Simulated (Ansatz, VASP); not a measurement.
**PtRh (Rh-Pt-Pt-Rh stack, (111) layers) in two plane-wave programs**

One calculation is typed for both programs; each brings its own data sets. How far apart do they land? Of the first pair: The structure shown is the start of the Ansatz relaxation below; VASP solves that cell, so the two are compared at the walk's first step.

Program: Ansatz 0.2.0. Level of theory: plane waves, with VASP 6.6.1 beside it; LDA. Results are calculated unless marked as measured.

**1. The starting structure**

The cell holds 4 atoms: 2 Rh and 2 Pt. Its edges and angles: a = 2.772 Å, b = 2.772 Å, c = 37.379 Å, α = 90.0°, β = 90.0°, γ = 120.0°. It derives from PtRh. Vacuum lies along c. The height across the vacuum is the one that the program set for its solve, not the one typed.

**2. Ansatz: relaxation, LDA**

Ansatz runs on its PAW soft_1 files.

The two programs are compared at the cell with which this relaxation starts, whose forces are those of its first step.

Contents of input.yaml:

```yaml
crystal:
  lattice:
    - [2.77186, 0.0, 0.0]
    - [-1.38593, 2.4005, 0.0]
    - [0.0, 0.0, 17.78964]
  atoms:
    - { symbol: Rh, position: [0.0, 0.0, 0.30916872] }
    - { symbol: Pt, position: [0.33333333, 0.66666667, 0.43638957] }
    - { symbol: Pt, position: [0.66666667, 0.33333333, 0.56361043] }
    - { symbol: Rh, position: [0.0, 0.0, 0.69083128] }
  periodic: [true, true, false]
kpoints:
  mp_grid: { grid: [9, 9, 1] }
hamiltonian:
  xc: lda
  pseudopotentials: { kind: paw, azcp: { folder: soft_1 }, xc_functional: pbe }
scf:
  occupations: { method: gaussian, width: 0.1 }
output:
  forces: true
  stress: true
  eigenvalues: true
relax:
  adjacent_minimum: "off"
  f_tol: 0.05
  max_steps: 80
  cell: { stress_2d_tol: 0.02 }
```

On the command line:

```console
$ ansatz run input.yaml --threads 4 --pin off --max-ram 12288MiB --backend cpu --events-out ev --progress --plain --runs-dir out
```

Numbers of over 12 decimals in the logs are rounded to 6 here.

The program printed:

```text
Warning: crystal.periodic: the lattice vector that does not repeat stood 0.000° off the slab's normal, 17.790 Å along it as the deck builds it. The run solves the slab on a vector along the normal, 37.379 Å long, with every atom where it was (on the deck's vector they left 11.00 Å outside them, and the widest stretch free of ions among them is 2.26 Å). A fractional position that the run reports is one of the run's ce [...]
The last accepted step is kept in <dir> (removed where the run ends without a failure and the disk answers)
crystal.periodic: the lattice vector that does not repeat stood 0.000° off the slab's normal, 17.790 Å along it as the deck builds it. The run solves the slab on a vector along the normal, 37.379 Å long, with every atom where it was (on the deck's vector they left 11.00 Å outside them, and the widest stretch free of ions among them is 2.26 Å). A fractional position that the run reports is one of the run's cell, which [...]
Engine: ansatz 0.2.0, aarch64-unknown-linux-gnu
Pseudopotentials: kind: paw
Pseudopotential: Rh, paw, valence charge 17, recommended cutoff 420 eV (normal), soft_1/Rh.paw.azcp
Pseudopotential: Pt, paw, valence charge 18, recommended cutoff 420 eV (normal), soft_1/Pt.paw.azcp
Functional definition: SPW92
  exchange = slater_x
  correlation = pw_c
Crystal: 4 atoms, lattice volume = 248.716 Å³
Basis set: ecut = 420 eV, 4889 PW (Γ)
Bands: 42, of which v1, the nominal top of the filled ones, is band 35 counted from 1 (34 counted from 0)
Symmetry: 12 space group operations
Space group: P-3m1 (ITA 164), of the structure as read, at distance tolerance 6.3e-5 Å
k-points: 12 of 81
Non-local potential: Rh, projectors of the file, l = 0: 3, l = 1: 2, l = 2: 2, l = 3: 1
Non-local potential: Pt, projectors of the file, l = 0: 3, l = 1: 2, l = 2: 2, l = 3: 1
PAW form: soft (Blöchl's): semilocal exchange-correlation on the pseudo side does not see the compensation charge
PAW frozen core: Rh, regenerated for the run's functional, and the local potential with it (the file was generated under x = pbe(κ = 0.804, μ = 0.219515), c = pbe(β = 0.066725))
PAW frozen core: Pt, regenerated for the run's functional, and the local potential with it (the file was generated under x = pbe(κ = 0.804, μ = 0.219515), c = pbe(β = 0.066725))
PAW one-centre angular grid: Rh, 590 points (default); XC on 64 Gauss nodes
PAW one-centre angular grid: Pt, 590 points (default); XC on 64 Gauss nodes
Initial density: superposition of atomic densities (neutral atoms: chi_scale 0, normalization atom)
Initial wavefunctions: pseudopotential atomic-orbital guess
Functional: x = slater, c = lda
SCF iter   1: F=—  HF=-37049.821467 eV  |F-HF|=—  |Δ(HF+E_count)|=         —  Δρ=6.01e-2  dr2=2.66e1  ethr=3.10e-3  ⟨swp⟩=16.1  Hψ=3779  notcnv=0
[...]
relax step   5: F+E_penalty+E_count = -37047.68671026 eV  Δ(F+E_penalty+E_count) = -1.057e-2 eV  max|allowed force component| = 6.838e-3 eV/Å  Δτ_max = 0.0540 Å  P = +0.509 N/m  Ω = 226.196 Å³  energy of the carried Pulay correction = +1.892e-3 eV  fix = [c, alpha, beta]  reactions: c +0.000 N/m  (8 SCF iters, dr2 threshold 4.00e-7 eV, accepted)
[...]
relax step   6: F+E_penalty+E_count = -37047.68691898 eV  Δ(F+E_penalty+E_count) = -2.087e-4 eV  max|allowed force component| = 6.291e-3 eV/Å  Δτ_max = 0.0057 Å  P = -0.018 N/m  Ω = 226.676 Å³  energy of the carried Pulay correction = +1.849e-3 eV  fix = [c, alpha, beta]  reactions: c -0.000 N/m  (7 SCF iters, dr2 threshold 2.30e-7 eV, accepted)
[...]
relax step   7: F+E_penalty+E_count = -37047.68467146 eV  Δ(F+E_penalty+E_count) = +2.248e-3 eV  max|allowed force component| = 6.490e-3 eV/Å  Δτ_max = 0.0000 Å  P = +0.002 N/m  Ω = 226.676 Å³  fix = [c, alpha, beta]  reactions: c +0.000 N/m  stress off target by 1.88e-3 N/m on what of the cell is left free  SCF on the basis re-selected at this cell (its energy is not comparable with the rows above)  (9 SCF iters)
basis re-selected at this cell: Δ(F+E_penalty+E_count) = +2.248e-3 eV, ΔP = +0.020 N/m vs the last step (what re-selecting the basis moved, of the pressure what is left beyond the Pulay correction that the steps carried, after the strain that the cell walked since its last selection, with what the two solves' SCF thresholds leave and, on support functions, any second-order correction that the steps lacked; it is no measure of the basis error at this ecutwfc). The dense FFT grid was sized anew with the basis: this SCF ran on 18×18×250 points, the steps before it on 20×20×250, so part of this shift can come from that change (see relax.cell in the input reference). [rest of the remark cut]
SCF converged after 9 iterations
Free energy (F): -37047.684671 eV
Harris-Foulkes:  -37047.684671 eV  (|F-HF|=3.13e-10)
Internal energy: -37047.641390 eV  (E = F + TS)
E sigma→0 (E₀):  -37047.663031 eV
Entropy (-TS):   -0.043281 eV (-10.820 meV/atom)
Fermi energy:    -5.742500 eV
--- Per-component energies (eV) ---
  E_band       = -2435.716567
  E_kinetic    = 2270.799481
  E_local      = -472194.733360  (includes V_loc(G=0)·N_el)
  E_nonlocal   = 1033.600124
  E_hartree    = 234367.847780
  E_xc         = -862.758437
  E_vxc        = -1047.096891  (∫ρ·V_xc dr)
  E_paw        = -25375.557177  (= ΣΔE_a)
  E_vpaw       = -1233.983880  (= ΣTr[D̂ρ^β])
  E_aug_tail   = 0.002113  (compensation charges beyond the density's cutoff)
  E_ewald      = 223710.985307
  E_core_change = 2.172780  (= ΣΔE_core)
  E_smearing   = -0.043281  (= −TS)
  E_closure    = -0.000000  (closes the sum)
  Σ components = -37047.684671   (vs F -37047.684671, Δ=0.00e0)
--- Forces (eV/Å), atoms counted from 1 ---
  atom   1  Rh    -0.00000000    -0.00000000    -0.00212639
  atom   2  Pt     0.00000000    -0.00000000     0.00649009
  atom   3  Pt     0.00000000     0.00000000    -0.00649009
  atom   4  Rh     0.00000000     0.00000000     0.00212639
  max |Σ_I F_I| component: 8.10e-18 eV/Å
--- 2D stress c σ (N/m, compression-positive) ---
        0.001881       0.000000       0.000000
        0.000000       0.001881       0.000000
        0.000000       0.000000       0.000000
  P = ½ c Tr σ = 0.0019 N/m
--- Band table (eV; the first three rows and the last of 12) ---
  k-point 0: bands = [... 31 lower, -7.2677, -7.2677, -6.8193, -6.8193, -6.0301, -5.6959, -5.6959, -5.5018, ... 3 higher]
  k-point 1: bands = [... 31 lower, -7.4889, -7.3498, -6.9461, -6.8410, -6.7248, -6.2547, -5.7250, -5.5076, ... 3 higher]
  k-point 2: bands = [... 31 lower, -7.6191, -7.4733, -6.8827, -6.8286, -6.6720, -5.8162, -5.5326, -5.3991, ... 3 higher]
  k-point 11: bands = [... 31 lower, -7.3344, -6.0846, -6.0846, -6.0234, -5.7788, -0.1977, -0.1977, 1.0813, ... 3 higher]
--- Relaxed structure (6 steps of the walk, 6 accepted, 1 SCFs on fresh bases) ---
  F+E_penalty+E_count = -37047.68467146 eV   max|allowed force component| = 6.490e-3 eV/Å   (the final SCF, on the basis selected at the relaxed cell)
  cell:  # Å, volume = 226.6760 Å³
    - [2.646196, 0.0, 0]
    - [-1.323098, 2.291673, 0]
    - [0, 0, 37.379279]
  atoms:
    - { symbol: Rh, position: [-9.7840712201342e-19, 0, 0.146160] }
    - { symbol: Pt, position: [0.333333, 0.666667, 0.206052] }
    - { symbol: Pt, position: [0.666667, 0.333333, 0.269870] }
    - { symbol: Rh, position: [9.784071220134193e-19, 0, 0.329762] }
```

**3. VASP: single point, LDA, start cell, pair 1**

The same cell, functional (in two slightly different forms), mesh and smearing now go to VASP, with its own data sets.

Lines of VASP's logs that name or quote its potential files are left out, and so is its time.

Contents of INCAR:

```
SYSTEM = PtRh
PREC = Accurate
ENCUT = 400
EDIFF = 1E-06
NELM = 120
ISMEAR = 0
SIGMA = 0.1
LREAL = .FALSE.
ALGO = Normal
GGA = CA
NBANDS = 31
LASPH = .TRUE.
LORBIT = 11
LWAVE = .FALSE.
LCHARG = .FALSE.
ISIF = 2
LDIPOL = .TRUE.
IDIPOL = 3
DIPOL = 0.5 0.5 0.238
LVHAR = .TRUE.
GGA_COMPAT = .FALSE.
NELMDL = -8
KPAR = 2
```

Contents of POSCAR:

```
PtRh
1.0
    2.7718590000      0.0000000000      0.0000000000
   -1.3859300000      2.4005010000      0.0000000000
    0.0000000000      0.0000000000     37.3792790000
Rh Pt
2 2
Direct
    0.0000000000      0.0000000000      0.1471403448
    0.0000000000      0.0000000000      0.3287821576
    0.3333334536      0.6666666667      0.2076876068
    0.6666669072      0.3333333333      0.2682348956
```

Contents of KPOINTS:

```
Automatic mesh
0
Gamma
9 9 1
0 0 0
```

PAW data sets: Rh_pv and Pt (LDA family, release 64).

On the command line:

```console
$ mpirun -np 2 vasp_std
```

The program printed:

```text
[banner, memory and clock lines left out]
running    2 mpi-ranks, on    1 nodes
 distrk:  each k-point on    1 cores,    2 groups
 distr:  one band on    1 cores,    1 groups

 POSCAR found type information on POSCAR RhPt
 POSCAR found :  2 types and       4 ions
 LDA part: xc-table for (Slater(with rela. corr.)+CA(PZ))
 , standard interpolation
 POSCAR, INCAR and KPOINTS ok, starting setup
 FFT: planning ... GRIDC
 FFT: planning ... GRID_SOFT
 FFT: planning ... GRID
 WAVECAR not read
 entering main loop
       N       E                     dE             d eps       ncg     rms          rms(c)
DAV:   1     0.310304020144E+03    0.31030E+03   -0.24341E+04   936   0.111E+03
DAV:   2    -0.186753390558E+02   -0.32898E+03   -0.31579E+03   933   0.296E+02
DAV:   3    -0.319690273922E+02   -0.13294E+02   -0.12486E+02   925   0.567E+01
DAV:   4    -0.322501173418E+02   -0.28109E+00   -0.28015E+00   948   0.813E+00
DAV:   5    -0.322582226067E+02   -0.81053E-02   -0.81036E-02   930   0.119E+00
DAV:   6    -0.322585457061E+02   -0.32310E-03   -0.32310E-03  1043   0.224E-01
DAV:   7    -0.322585596870E+02   -0.13981E-04   -0.13981E-04   936   0.337E-02
DAV:   8    -0.322585602843E+02   -0.59728E-06   -0.59720E-06   682   0.608E-03    0.193E+01
DAV:   9    -0.382620291769E+02   -0.60035E+01   -0.45992E+01   802   0.458E+01    0.325E+01
DAV:  10    -0.341970849062E+02    0.40649E+01   -0.29147E+00   801   0.132E+01    0.244E+01
DAV:  11    -0.322238765910E+02    0.19732E+01   -0.18885E+01   807   0.319E+01    0.143E+01
DAV:  12    -0.309693428121E+02    0.12545E+01   -0.15035E+00   802   0.842E+00    0.977E+00
DAV:  13    -0.299658645262E+02    0.10035E+01   -0.11156E+00   814   0.663E+00    0.508E+00
DAV:  14    -0.298019786813E+02    0.16389E+00   -0.15990E-01   849   0.212E+00    0.346E+00
[...]
DAV:  22    -0.297024978340E+02   -0.11212E-03   -0.58377E-05   786   0.432E-02    0.159E-02
DAV:  23    -0.297025358679E+02   -0.38034E-04   -0.47629E-06   821   0.121E-02    0.234E-02
DAV:  24    -0.297025797111E+02   -0.43843E-04   -0.36125E-06   600   0.908E-03    0.169E-02
DAV:  25    -0.297026104947E+02   -0.30784E-04   -0.27293E-06   560   0.875E-03    0.738E-03
DAV:  26    -0.297026324392E+02   -0.21944E-04   -0.42728E-06   582   0.106E-02    0.635E-03
DAV:  27    -0.297026355061E+02   -0.30670E-05   -0.70327E-07   521   0.482E-03    0.232E-03
DAV:  28    -0.297026383431E+02   -0.28370E-05   -0.17695E-07   484   0.208E-03    0.182E-03
DAV:  29    -0.297026387987E+02   -0.45559E-06   -0.25465E-08   421   0.100E-03
   1 F= -.29702639E+02 E0= -.29670780E+02  d E =-.637175E-01
```

Parts of OUTCAR (step 3):

```text
ion  position               nearest neighbor table
   1  0.000  0.000  0.147-   3 2.77   3 2.77   3 2.77
   2  0.000  0.000  0.329-   4 2.77   4 2.77   4 2.77
   3  0.333  0.667  0.208-   1 2.77   1 2.77   1 2.77   4 2.77   4 2.77   4 2.77
   4  0.667  0.333  0.268-   2 2.77   2 2.77   2 2.77   3 2.77   3 2.77   3 2.77

  LATTYP: Found a hexagonal cell.
 ALAT       =     2.7718590000
 C/A-ratio  =    13.4852743231

 Subroutine GETGRP returns: Found 12 space group operations
 (whereof  6 operations were pure point group operations)

The static configuration has the point symmetry C_3v.
 The point group associated with its full space group is D_3d.

 Found     12 irreducible k-points:

   k-points           NKPTS =     12   k-points in BZ     NKDIM =     12   number of bands    NBANDS=     31

   dimension x,y,z NGX =    18 NGY =   18 NGZ =  250
   dimension x,y,z NGXF=    36 NGYF=   36 NGZF=  500

   ENCUT  =  400.0 eV  29.40 Ry    5.42 a.u.   4.52  4.52 60.96*2*pi/ulx,y,z

   NELECT =      50.0000    total number of electrons

 k-points in reciprocal lattice and weights: Automatic mesh
   0.00000000  0.00000000  0.00000000       0.012
   0.11111111  0.00000000  0.00000000       0.074
   0.22222222  0.00000000  0.00000000       0.074
   0.33333333  0.00000000  0.00000000       0.074
   0.44444444  0.00000000  0.00000000       0.074
   0.11111111  0.11111111  0.00000000       0.074
   0.22222222  0.11111111  0.00000000       0.148
   0.33333333  0.11111111  0.00000000       0.148
   0.44444444  0.11111111  0.00000000       0.074
   0.22222222  0.22222222  0.00000000       0.074
   0.33333333  0.22222222  0.00000000       0.148
   0.33333333  0.33333333  0.00000000       0.025

 dipolmoment           0.000000      0.000000      0.000000 electrons x Angstroem

 average (electrostatic) potential at core
       1 -83.8768       2 -83.8768       3 -76.0366       4 -76.0366

 E-fermi :  -1.7358

 k-point     1 :       0.0000    0.0000    0.0000
  band No.  band energies     occupation
    ...
     24      -2.7279      2.00000
     25      -2.7279      2.00000
     26      -1.7563      1.22836
     27      -1.7563      1.22833
     28      -1.7106      0.72239
     29      -1.4957      0.00069
     30      -1.4957      0.00069
     31      -0.8567      0.00000

 k-point     2 :       0.1111    0.0000    0.0000
  band No.  band energies     occupation
    ...
     24      -2.6930      2.00000
     25      -2.6886      2.00000
     26      -2.4860      2.00000
     27      -2.0782      2.00000
     28      -1.7790      1.45931
     29      -1.4916      0.00056
     30      -0.5784      0.00000
     31       0.6102      0.00000

 k-point     3 :       0.2222    0.0000    0.0000
  band No.  band energies     occupation
    ...
     23      -3.2035      2.00000
     24      -2.6441      2.00000
     25      -2.6395      2.00000
     26      -2.4737      2.00000
     27      -1.8399      1.85932
     28      -1.4831      0.00035
     29      -1.2333      0.00000
     30       0.6407      0.00000
     31       2.5638      0.00000

  Total       -9.1782041     -9.1782093     -5.2372737      0.0000019      0.0000000      0.0000000
  in kB      -59.1240732    -59.1241072    -33.7374230      0.0000123      0.0000000      0.0000000
  external PRESSURE =     -50.6618678 kB  Pullay stress =       0.0000000 kB

  energy-cutoff  :      400.00
  volume of cell :      248.72
      direct lattice vectors                 reciprocal lattice vectors
     2.771859000  0.000000000  0.000000000     0.360768712  0.208289928  0.000000000
    -1.385930000  2.400501000  0.000000000     0.000000000  0.416579706  0.000000000
     0.000000000  0.000000000 37.379279000     0.000000000  0.000000000  0.026752790

 POSITION                                       TOTAL-FORCE (eV/Angst)
 -----------------------------------------------------------------------------------
      0.00000      0.00000      5.50000         0.000000      0.000000      0.948552
      0.00000      0.00000     12.28964         0.000000      0.000000     -0.948552
     -0.00000      1.60033      7.76321        -0.000000     -0.000000     -0.643079
      1.38593      0.80017     10.02643         0.000000      0.000000      0.643079
 -----------------------------------------------------------------------------------
    total drift:                               -0.000200     -0.000000      0.000016

  FREE ENERGIE OF THE ION-ELECTRON SYSTEM (eV)
  ---------------------------------------------------
  free  energy   TOTEN  =       -29.7026387987 eV

  energy  without entropy=      -29.6389212678  energy(sigma->0) =      -29.67078003

 vacuum level on the upper side and lower side of the slab         3.968         3.968

 total charge
# of ion       s       p       d       tot
------------------------------------------
    1        0.354   6.183   7.046  13.584
    2        0.354   6.183   7.046  13.584
    3        0.650   0.607   8.006   9.264
    4        0.650   0.607   8.006   9.264
--------------------------------------------------
tot          2.009  13.581  30.105  45.695

[... 3 further parts left out ...]
```

The run ends at a pressure of -5.07 GPa, with forces up to 0.95 eV/Å.

**4. Differences**

Known differences besides the potentials themselves: the two LDA forms differ slightly; Ansatz cuts the interaction across the vacuum, VASP repeats the sheet with a dipole correction (LDIPOL); the data sets hold 70 valence electrons in Ansatz (on its PAW soft_1 files) and 50 in VASP; the cutoff is 420 eV in Ansatz and 400 eV in VASP; VASP's log shows a relativistic correction to its local exchange, Ansatz's none. Total energies have different zeros and are not compared.

Forces (eV/Å; atoms numbered as in POSCAR):

```
atom        Ansatz x, y, z          VASP x, y, z
 Rh1   0.000, 0.000, 0.977   0.000, 0.000, 0.949
 Rh2  0.000, 0.000, -0.977  0.000, 0.000, -0.949
 Pt3  0.000, 0.000, -0.641  0.000, 0.000, -0.643
 Pt4   0.000, 0.000, 0.641   0.000, 0.000, 0.643
```

The forces differ by 12 meV/Å r.m.s., which is 2.5 % of the r.m.s. force of 0.468 eV/Å (both taken over all components). Where the cell holds vacuum, a pressure given here is an average over it and none of the material.

**5. Ansatz: relaxation, LDA**

This run makes the geometry at which the two programs are then compared.

The structure compared here is the end of the Ansatz relaxation.

This is the run of step 2 again, met here at its other cell.

(Part 1 of 2 ends here.)

[Lines on the potential files, build, host, timing and source positions are cut from VASP's logs without a mark.]

[Logs are printed without paths, hosts, clocks, repeated set-up lines and the standing remarks that a program may print on its own settings, such as how far it seeks lower states.]

[Hosts, paths, dates, database ids (printed as entryN), source tags and the programs' standing remarks are cut or masked in the printed files.]
